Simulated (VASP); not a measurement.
Level of theory: PBE GGA with D4 dispersion, VASP's PBE PAW potentials (set 64) (plane waves; VASP 6.6.1).

VASP ran on this input.

**KPOINTS**
```
kpoints
0
G
  11 11 11
```

INCAR:
```
SYSTEM  =  As
PREC  =  Accurate; ENCUT  =  520; LREAL  =  .FALSE.
LASPH  =  .TRUE.
EDIFF  =  1E-6; NELM  =  100; ALGO  =  Normal
LMAXMIX  =  4
ISMEAR  =  1; SIGMA  =  0.1
GGA  =  PE; IVDW  =  13
IBRION  =  2; NSW  =  60; ISIF  =  3
EDIFFG  =  -0.01
LWAVE  =  .FALSE.; LCHARG  =  .FALSE.
```

POSCAR:
```
As
1
    3.6803640000    -1.8800000000     0.0000000000
    3.6803640000     1.8800000000     0.0000000000
    2.7200240000     0.0000000000     3.1114220000
As
2
Direct
  0.2270000000   0.2270000000   0.2270000000
  0.7730000000   0.7730000000   0.7730000000
```

POTCAR, in this order: As (PBE.64 set). Program: vasp_std.

Energy and stress use the plane-wave basis of the starting cell.

### Question
Estimate the energy per atom (σ→0), dispersion energy, volume per atom, band gap (on the k-mesh).

### Answer

The energy per atom (σ→0) is -5.122 eV/atom. The dispersion energy comes out as -21.40 kcal/mol and the band gap (on the k-mesh) comes out as none (metal, semimetal or under 0.01 eV). The volume per atom is 20.92 Å³/atom.

OSZICAR:
```
...
DAV:   2    -0.931409968472E+01    0.30508E-06   -0.59169E-06  2900   0.178E-02
  12 F= -.10243019E+02 E0= -.10243088E+02  d E =-.323597E-04
       N       E                     dE             d eps       ncg     rms          rms(c)
DAV:   1    -0.931515835829E+01   -0.10584E-02   -0.17299E-03  2658   0.249E-01    0.210E-02
DAV:   2    -0.931514538358E+01    0.12975E-04   -0.52868E-05  2747   0.540E-02    0.142E-02
DAV:   3    -0.931513598524E+01    0.93983E-05   -0.20377E-05  2831   0.261E-02    0.279E-03
DAV:   4    -0.931513601819E+01   -0.32955E-07   -0.12889E-07  1326   0.342E-03
  13 F= -.10243029E+02 E0= -.10243095E+02  d E =-.100730E-04
```

The compound is As in the a7 structure. This run relaxes it. Symmetry was kept, so distortions that lower it aren't found.
